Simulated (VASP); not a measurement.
OSZICAR of a VASP run on YSi (relaxed from the WC structure, space group P-6m2):

**OSZICAR**
```
       N       E                     dE             d eps       ncg     rms          rms(c)
DAV:   1     0.289812977971E+02    0.28981E+02   -0.62427E+03  1760   0.995E+02
DAV:   2    -0.120609706147E+02   -0.41042E+02   -0.38982E+02  2061   0.183E+02
DAV:   3    -0.138602692642E+02   -0.17993E+01   -0.17661E+01  2605   0.292E+01
DAV:   4    -0.139180916195E+02   -0.57822E-01   -0.57748E-01  2285   0.547E+00
DAV:   5    -0.139199390045E+02   -0.18474E-02   -0.18473E-02  2553   0.789E-01    0.299E+01
DAV:   6    -0.132628802501E+02    0.65706E+00   -0.14838E+00  1957   0.724E+00    0.210E+01
DAV:   7    -0.132248907684E+02    0.37989E-01   -0.56805E-01  2525   0.472E+00    0.413E+00
DAV:   8    -0.132150103996E+02    0.98804E-02   -0.77004E-02  1984   0.192E+00    0.497E-01
DAV:   9    -0.132145397168E+02    0.47068E-03   -0.46350E-03  2141   0.584E-01    0.128E-01
DAV:  10    -0.132145122446E+02    0.27472E-04   -0.39288E-04  2660   0.164E-01    0.394E-02
DAV:  11    -0.132145076785E+02    0.45661E-05   -0.13740E-05  2149   0.312E-02    0.165E-02
DAV:  12    -0.132145072860E+02    0.39243E-06   -0.29462E-06  1887   0.141E-02
   1 F= -.13214507E+02 E0= -.13214974E+02  d E =-.132145E+02
       N       E                     dE             d eps       ncg     rms          rms(c)
DAV:   1    -0.132151838883E+02   -0.67621E-03   -0.21294E-02  1835   0.131E+00    0.158E-01
DAV:   2    -0.132147940556E+02    0.38983E-03   -0.88611E-04  2023   0.239E-01    0.737E-02
DAV:   3    -0.132146967569E+02    0.97299E-04   -0.27410E-04  2468   0.131E-01    0.483E-02
DAV:   4    -0.132146935529E+02    0.32040E-05   -0.33690E-05  2387   0.335E-02    0.215E-02
DAV:   5    -0.132146927530E+02    0.79995E-06   -0.41496E-06  2321   0.165E-02
   2 F= -.13214693E+02 E0= -.13215234E+02  d E =-.185467E-03
       N       E                     dE             d eps       ncg     rms          rms(c)
DAV:   1    -0.132148398591E+02   -0.14631E-03   -0.53629E-03  1829   0.656E-01    0.786E-02
DAV:   2    -0.132147407957E+02    0.99063E-04   -0.22154E-04  2016   0.120E-01    0.363E-02
DAV:   3    -0.132147162911E+02    0.24505E-04   -0.69455E-05  2479   0.660E-02    0.238E-02
DAV:   4    -0.132147153583E+02    0.93275E-06   -0.84908E-06  2318   0.169E-02
   3 F= -.13214715E+02 E0= -.13215296E+02  d E =-.208072E-03
       N       E                     dE             d eps       ncg     rms          rms(c)
DAV:   1    -0.132153500852E+02   -0.63379E-03   -0.16522E-02  1795   0.109E+00    0.170E-01
DAV:   2    -0.132149425273E+02    0.40756E-03   -0.95084E-04  1982   0.266E-01    0.791E-02
DAV:   3    -0.132147995908E+02    0.14294E-03   -0.90167E-04  2648   0.206E-01    0.634E-02
DAV:   4    -0.132148052132E+02   -0.56224E-05   -0.23415E-05  2051   0.427E-02    0.497E-02
DAV:   5    -0.132148177902E+02   -0.12577E-04   -0.15272E-05  2713   0.318E-02    0.929E-03
DAV:   6    -0.132148182866E+02   -0.49637E-06   -0.26657E-07  1141   0.470E-03
   4 F= -.13214818E+02 E0= -.13215458E+02  d E =-.102928E-03
       N       E                     dE             d eps       ncg     rms          rms(c)
DAV:   1    -0.132151272639E+02   -0.30947E-03   -0.90197E-03  1792   0.811E-01    0.125E-01
DAV:   2    -0.132149066132E+02    0.22065E-03   -0.51107E-04  1988   0.196E-01    0.577E-02
DAV:   3    -0.132148309820E+02    0.75631E-04   -0.49106E-04  2629   0.152E-01    0.463E-02
DAV:   4    -0.132148343625E+02   -0.33805E-05   -0.12922E-05  2054   0.315E-02    0.365E-02
DAV:   5    -0.132148419724E+02   -0.76099E-05   -0.82199E-06  2687   0.232E-02    0.676E-03
DAV:   6    -0.132148423723E+02   -0.39995E-06   -0.17193E-07  1051   0.381E-03
   5 F= -.13214842E+02 E0= -.13215525E+02  d E =-.127014E-03
```

Q: Which electronic solver shows in the log?

A: It is blocked Davidson (ALGO = Normal, or the opening steps of other solvers). The INCAR had ALGO = Normal.

Q: Can the final energy be trusted as converged?

A: The calculation finished and met its thresholds. It stopped with EDIFF = 1E-6, NELM = 100, NSW = 60 and EDIFFG = -0.01 after 5 ionic steps (PBEsol GGA, plane waves, VASP's PBE PAW potentials (set 64)).

The structure was generated: YSi was put into the WC type (P-6m2), which need not be its known phase. This run relaxes it. Symmetry was kept, so distortions that lower it aren't found. The start is the result of an earlier pass. The electron count is odd and the run is not spin-polarised, which forces a metal.
